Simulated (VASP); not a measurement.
WSe2: relaxation of cell and atoms with LDA

WSe2:

```
Se W
1.0
     3.31993    0.00000    0.00000
    -1.65997    2.87515    0.00000
     0.00000    0.00000   13.73719
Se W
4 2
Direct
  0.33333 0.66667 0.87100
  0.66667 0.33333 0.37100
  0.33333 0.66667 0.62900
  0.66667 0.33333 0.12900
  0.66667 0.33333 0.75000
  0.33333 0.66667 0.25000
```

The cell is a database's computed one.

| Item | Value |
| --- | --- |
| Program | VASP 6.6.1 |
| Task | relaxation of cell and atoms |
| Functional | LDA |
| Potentials or basis | VASP PAW LDA potentials, release 64 (Se, W_sv) |
| Cutoff | 600 eV |
| k mesh | 12 × 12 × 3 |
| Occupations | fermi-dirac, width 0.05 eV |
| Spin | no spin polarisation |
| Target pressure | 10 GPa |
| P gpa | 10 |
| Further INCAR settings | ALGO = Normal; EDIFF = 1e-06; IBRION = 2; EDIFFG = -0.01; NSW = 40; ISIF = 3 |
| Target pressure | 10 GPa |

The relaxed volume is 17.37 Å³/atom, the relaxed cell is a = 3.171 Å, b = 3.171 Å, c = 11.969 Å, α = 90.00°, β = 90.00°, γ = 120.00° and the space group after relaxing (to 0.05 Å) is P6_3/mmc (No. 194). The energy change on relaxing (the enthalpy is what falls) is +33.3 meV/atom and the ionic steps are 19. The pressure after relaxing is 10.0 GPa. The band gap on the k mesh is 0.44 eV, indirect (least direct gap 1.28 eV).

The path:
| step | energy change (eV) | largest force (eV/Å) | pressure (GPa) | volume (Å³) |
| --- | --- | --- | --- | --- |
| 1 | 0.0000 | 0.2377 | -4.70 | 131.13 |
| 2 | 5.1808 | 7.7310 | 70.20 | 96.62 |
| 3 | 0.0962 | 1.4276 | 8.50 | 120.01 |
| 4 | 0.1325 | 1.5424 | 9.47 | 119.37 |
| 5 | 0.1278 | 0.7460 | 9.45 | 114.69 |
| 6 | 0.2376 | 0.3664 | 9.71 | 112.35 |
| 7 | 0.1880 | 0.3629 | 10.34 | 108.64 |
| 8 | 0.3615 | 0.2169 | 14.02 | 102.05 |
| 9 | 0.2488 | 1.4189 | -1.07 | 108.20 |
| 10 | 0.2624 | 0.1602 | 10.45 | 103.31 |
| 11 | 0.2640 | 0.1528 | 10.49 | 103.29 |
| 12 | 0.2174 | 0.0130 | 10.25 | 103.95 |
| 13 | 0.2149 | 0.0051 | 10.24 | 103.99 |
| 14 | 0.1811 | 0.0808 | 9.25 | 104.54 |
| 15 | 0.1988 | 0.0403 | 9.79 | 104.24 |
| 16 | 0.1995 | 0.0076 | 10.01 | 104.23 |
| 17 | 0.1993 | 0.0118 | 9.99 | 104.23 |
| 18 | 0.2001 | 0.0074 | 10.08 | 104.22 |
| 19 | 0.1997 | 0.0015 | 10.05 | 104.22 |

Final structure:
```
Se W
1.0
     3.17091    0.00000    0.00000
    -1.58545    2.74609    0.00000
     0.00000    0.00000   11.96906
Se W
4 2
Cartesian
  0.0000 1.8307 10.6594
  1.5855 0.9154 4.6748
  0.0000 1.8307 7.2942
  1.5855 0.9154 1.3097
  1.5855 0.9154 8.9768
  0.0000 1.8307 2.9923
```

Levels at points of the mesh, in eV from the valence-band top:
```csv
k point,band 23,band 24,band 25,band 26,band 27,band 28,band 29,band 30
"(0.00, 0.00, 0.00)",-1.53,-1.53,-0.50,0.00,2.55,2.62,2.62,2.76
"(0.50, 0.00, 0.00)",-1.92,-1.66,-1.63,-0.93,2.03,2.29,2.37,2.76
```

It took 5 min on 4 MPI ranks on Intel(R) Xeon(R) 6975P-C (Granite Rapids) (shared host), peak memory 0.35 GiB a rank.

Caveat: the cell is relaxed towards a set pressure, so the enthalpy falls and the energy may rise; the volume moved by over 15 % at a fixed basis, so the end points are rough; spin-orbit coupling is left out, which moves the levels of the heavy elements; an odd mesh through Γ misses points on the zone boundary, where band edges often lie.
